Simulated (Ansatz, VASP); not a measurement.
## Two plane-wave programs on H4C3S2

Contents of INCAR:

```
ALGO = Normal
EDIFF = 1E-6
EDIFFG = -0.3
ENCUT = 520
GGA = PE
IBRION = 2
ISIF = 2
ISMEAR = -1
IVDW = 12
LASPH = T
LCHARG = F
LREAL = Auto
LWAVE = F
NELM = 80
NSW = 35
PREC = Accurate
SIGMA = 0.02
```

File KPOINTS:

```
k-points
0
Gamma
  1 1 1
```

POSCAR

```
H4C3S2
1.0
    8.1733020000      0.0000000000      0.0000000000
    0.0000000000      8.1733020000      0.0000000000
    0.0000000000      0.0000000000      8.1733020000
S C H
6 9 12
Direct
    0.2823274000      0.1474209000      0.1639841000
   -0.0985766000      0.1614656000      0.1386477000
    0.2477302000      0.4380483000      0.5286280000
    0.5816363000      0.4426639000      0.7141340000
   -0.0007047000      0.9828623000      0.5455684000
    0.1203987000      0.7648912000      0.2561731000
    0.0918754000      0.1544432000      0.1513159000
    0.4146832000      0.4403561000      0.6213810000
    0.0598470000      0.8738768000      0.4008707000
    0.5699361000      0.6849507000      0.1760599000
    0.6177355000      0.8245181000      0.1059642000
    0.9278806000      0.6036270000      0.8807015000
    0.9540233000      0.5000403000      0.7571554000
    0.4308395000      0.9775892000      0.7700677000
    0.4302617000      0.9772568000      0.6067373000
    0.5449049000      0.6772259000      0.3061723000
    0.5541333000      0.5734457000      0.1058289000
    0.6335383000      0.9360231000      0.1761952000
    0.6427667000      0.8322429000     -0.0241482000
    0.8592935000      0.7160450000      0.8641642000
    0.9741346000      0.5797011000      1.0027818000
    0.9077694000      0.5239663000      0.6350751000
    1.0226104000      0.3876224000      0.7736927000
    0.4311482000      1.0906390000      0.8396027000
    0.4310243000      0.8648233000      0.8400627000
    0.4300769000      1.0900227000      0.5367423000
    0.4299530000      0.8642070000      0.5372023000
```

Input for Ansatz:

```yaml
crystal:
  lattice:
    - [8.173302, 0.0, 0.0]
    - [0.0, 8.173302, 0.0]
    - [0.0, 0.0, 8.173302]
  atoms:
    - { symbol: S, position: [0.2823274, 0.1474209, 0.1639841] }
    - { symbol: C, position: [0.0918754, 0.1544432, 0.1513159] }
    - { symbol: S, position: [-0.0985766, 0.1614656, 0.1386477] }
    - { symbol: S, position: [0.2477302, 0.4380483, 0.528628] }
    - { symbol: C, position: [0.4146832, 0.4403561, 0.621381] }
    - { symbol: S, position: [0.5816363, 0.4426639, 0.714134] }
    - { symbol: S, position: [-0.0007047, 0.9828623, 0.5455684] }
    - { symbol: C, position: [0.059847, 0.8738768, 0.4008707] }
    - { symbol: S, position: [0.1203987, 0.7648912, 0.2561731] }
    - { symbol: C, position: [0.5699361, 0.6849507, 0.1760599] }
    - { symbol: C, position: [0.6177355, 0.8245181, 0.1059642] }
    - { symbol: H, position: [0.5449049, 0.6772259, 0.3061723] }
    - { symbol: H, position: [0.5541333, 0.5734457, 0.1058289] }
    - { symbol: H, position: [0.6335383, 0.9360231, 0.1761952] }
    - { symbol: H, position: [0.6427667, 0.8322429, -0.0241482] }
    - { symbol: C, position: [0.9278806, 0.603627, 0.8807015] }
    - { symbol: C, position: [0.9540233, 0.5000403, 0.7571554] }
    - { symbol: H, position: [0.8592935, 0.716045, 0.8641642] }
    - { symbol: H, position: [0.9741346, 0.5797011, 1.0027818] }
    - { symbol: H, position: [0.9077694, 0.5239663, 0.6350751] }
    - { symbol: H, position: [1.0226104, 0.3876224, 0.7736927] }
    - { symbol: C, position: [0.4308395, 0.9775892, 0.7700677] }
    - { symbol: C, position: [0.4302617, 0.9772568, 0.6067373] }
    - { symbol: H, position: [0.4311482, 1.090639, 0.8396027] }
    - { symbol: H, position: [0.4310243, 0.8648233, 0.8400627] }
    - { symbol: H, position: [0.4300769, 1.0900227, 0.5367423] }
    - { symbol: H, position: [0.429953, 0.864207, 0.5372023] }
basis:
  ecutwfc: 420.0
kpoints:
  mp_grid: { grid: [1, 1, 1] }
hamiltonian:
  xc: pbe
  dispersion: d3bj
scf:
  occupations: { method: fermi_dirac, width: 0.02 }
  lower_state_search: "off"
relax:
  f_tol: 0.3
  max_steps: 15
  adjacent_minimum: "off"
output:
  write_density: true
  write_potential: true
  elf: true
  volumetric_format: npy
```

Alike in both runs: task relaxation of the atoms; functional PBE; dispersion D3(BJ); k mesh 1 × 1 × 1; occupations fermi-dirac, width 0.02 eV; no spin polarisation.

```csv
,VASP,Ansatz
version,VASP 6.6.1,Ansatz 0.2.0
potentials or method,"VASP PAW PBE potentials, release 64 (S, C, H)","scalar-relativistic, plane waves, PAW"
plane-wave cutoff (eV),520,420
valence electrons in the cell,84,84
```

```csv
,VASP,Ansatz,Ansatz less VASP
"gap on the k mesh at the Fermi level, each at its own relaxed structure (eV)",3.34,3.41,+0.070
energy change over the relaxation (meV/atom),-2,-24,-21.5
```

One of these differences is far larger than is usual between the two programs; its cause wasn't traced. Ansatz warned: «xc_potential_rough_in_thin_density».

 A hybrid or GW would open this gap; PBE tends to underestimate it.
